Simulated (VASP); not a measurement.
All values below come from PBEsol GGA, VASP's PBE PAW potentials (set 64) (plane waves; VASP).

Input for VASP

**KPOINTS**
```
k-points along high-symmetry lines
10
Line-mode
Reciprocal
  0.000000   0.000000   0.000000 ! GAMMA
  0.000000   0.500000   0.000000 ! M

  0.000000   0.500000   0.000000 ! M
 -0.333333   0.666667   0.000000 ! K

 -0.333333   0.666667   0.000000 ! K
  0.000000   0.000000   0.000000 ! GAMMA

  0.000000   0.000000   0.000000 ! GAMMA
  0.000000   0.000000   0.500000 ! A

  0.000000   0.000000   0.500000 ! A
  0.000000   0.500000   0.500000 ! L

  0.000000   0.500000   0.500000 ! L
 -0.333333   0.666667   0.500000 ! H

 -0.333333   0.666667   0.500000 ! H
  0.000000   0.000000   0.500000 ! A

  0.000000   0.500000   0.500000 ! L
  0.000000   0.500000   0.000000 ! M

 -0.333333   0.666667   0.500000 ! H
 -0.333333   0.666667   0.000000 ! K
```

### INCAR
```
ALGO = Normal
EDIFF = 1E-7
ENCUT = 520
GGA = PS
ICHARG = 11
ISMEAR = 0
LASPH = .TRUE.
LCHARG = .FALSE.
LORBIT = 11
LREAL = .FALSE.
LWAVE = .FALSE.
NELM = 100
PREC = Accurate
SIGMA = 0.05
SYSTEM = C
```

File POSCAR:
```
C
1
    1.2307166190    -2.1316632198     0.0000000000
    1.2307166190     2.1316632198     0.0000000000
    0.0000000000     0.0000000000     7.1929605618
C
4
Direct
  0.0000000000   0.0000000000   0.2500000000
  0.0000000000   0.0000000000   0.7500000000
  0.3333330000   0.6666670000   0.2500000000
  0.6666670000   0.3333330000   0.7500000000
```

POTCAR, in this order: C (PBE.64 set). Program: vasp_std. Read from the step before: CHGCAR.

Output

### OUTCAR
```
 ion  position               nearest neighbor table
   1  0.000  0.000  0.250-   3 1.42   3 1.42   3 1.42
   2  0.000  0.000  0.750-   4 1.42   4 1.42   4 1.42
   3  0.333  0.667  0.250-   1 1.42   1 1.42   1 1.42
   4  0.667  0.333  0.750-   2 1.42   2 1.42   2 1.42
  LATTYP: Found a hexagonal cell.
 ALAT       =     2.4614328102
 C/A-ratio  =     2.9222656544
 Subroutine PRICEL returns:
 Original cell was already a primitive cell.
 Subroutine GETGRP returns: Found 24 space group operations
The static configuration has the point symmetry D_3d.
 The point group associated with its full space group is D_6h.
The dynamic configuration has the point symmetry D_3d.
 Subroutine INISYM returns: Found 24 space group operations
   k-points           NKPTS =     90   k-points in BZ     NKDIM =     90   number of bands    NBANDS=     12
   number of dos      NEDOS =    301   number of ions     NIONS =      4
   total plane-waves  NPLWV =  17496
   dimension x,y,z NGX =    18 NGY =   18 NGZ =   54
   dimension x,y,z NGXF=    36 NGYF=   36 NGZF=  108
   ions per type =               4
   PREC   = accura    normal or accurate (medium, high low for compatibility)
   ISTART =      0    job   : 0-new  1-cont  2-samecut
   ICHARG =     11    charge: 1-file 2-atom 10-const
   ISPIN  =      1    spin polarized calculation?
   LNONCOLLINEAR =      F non collinear calculations
   LSORBIT =      F    spin-orbit coupling
   INIWAV =      1    electr: 0-lowe 1-rand  2-diag
   ENCUT  =  520.0 eV  38.22 Ry    6.18 a.u.   4.58  4.58 13.37*2*pi/ulx,y,z
   NELM   =    100;   NELMIN=  2; NELMDL= -5     # of ELM steps
   EDIFF  = 0.1E-06   stopping-criterion for ELM
   LREAL  =      F    real-space projection
   NLSPLINE    = F    spline interpolate recip. space projectors
   LMAXMIX     =    2 max onsite mixed and CHGCAR
   VOSKOWN=      0    Vosko Wilk Nusair interpolation
   EDIFFG = 0.1E-05   stopping-criterion for IOM
   NSW    =      0    number of steps for IOM
   NBLOCK =      1;   KBLOCK =      1    inner block; outer block
   IBRION =     -1    ionic relax: 0-MD 1-quasi-New 2-CG
   NFREE  =      0    steps in history (QN), initial steepest desc. (CG)
...
```

**OSZICAR**
```
       N       E                     dE             d eps       ncg     rms          rms(c)
DAV:   1     0.501609097896E+02    0.50161E+02   -0.80127E+03  2160   0.120E+03
DAV:   2    -0.309597925680E+02   -0.81121E+02   -0.72305E+02  2972   0.214E+02
DAV:   3    -0.349436632577E+02   -0.39839E+01   -0.39344E+01  2712   0.487E+01
DAV:   4    -0.349964608579E+02   -0.52798E-01   -0.52751E-01  2740   0.611E+00
DAV:   5    -0.349973208140E+02   -0.85996E-03   -0.85980E-03  2672   0.768E-01
DAV:   6    -0.349973500509E+02   -0.29237E-04   -0.29235E-04  2800   0.124E-01
DAV:   7    -0.349973511517E+02   -0.11008E-05   -0.10997E-05  2700   0.199E-02
DAV:   8    -0.349973512136E+02   -0.61908E-07   -0.61571E-07  2356   0.368E-03
   1 F= -.34997351E+02 E0= -.34992067E+02  d E =-.105678E-01
```

### OUTCAR
```
 val. band max:        4.0360836612   @ k =  -0.3333   0.6667   0.2222

 cond. band min:       4.0387635153   @ k =  -0.3333   0.6667   0.2778



 k-point     1 :       0.0000    0.0000    0.0000
  band No.  band energies     occupation
      1     -15.5592      2.00000
      2     -15.3826      2.00000
      3      -4.2998      2.00000
      4      -2.9051      2.00000
      5       1.0492      2.00000
      6       1.0493      2.00000
      7       1.0580      2.00000
      8       1.0580      2.00000
      9       7.6065      0.00000
     10      12.3642      0.00000
     11      12.3906      0.00000
     12      12.3921      0.00000

 k-point     2 :       0.0000    0.0556    0.0000
  band No.  band energies     occupation
      1     -15.4855      2.00000
      2     -15.3098      2.00000
      3      -4.2102      2.00000
      4      -2.8198      2.00000
      5       0.7491      2.00000
      6       0.7619      2.00000
      7       0.8892      2.00000
      8       0.9007      2.00000
      9       7.6981      0.00000
     10      12.3951      0.00000
     11      12.4330      0.00000
     12      12.6938      0.00000

 k-point     3 :       0.0000    0.1111    0.0000
  band No.  band energies     occupation
      1     -15.2648      2.00000
      2     -15.0918      2.00000
      3      -3.9421      2.00000
      4      -2.5650      2.00000
      5      -0.0747      2.00000
      6      -0.0528      2.00000
      7       0.4659      2.00000
      8       0.4821      2.00000
      9       7.9735      0.00000
     10      12.4158      0.00000
     11      12.4854      0.00000
     12      13.1685      0.00000

 k-point     4 :       0.0000    0.1667    0.0000
  band No.  band energies     occupation
      1     -14.8982      2.00000
      2     -14.7296      2.00000
      3      -3.4981      2.00000
      4      -2.1443      2.00000
      5      -1.2578      2.00000
      6      -1.2242      2.00000
      7      -0.1016      2.00000
...
```

The density is held fixed in this step, so its total energy and stress have no physical meaning. Without a dispersion term in the relaxation, distances and binding between the weakly bound layers, chains or molecules are unreliable, and so is what depends on them.

The compound is C in the graphite structure. It was relaxed first, which changed the volume by +7 %.
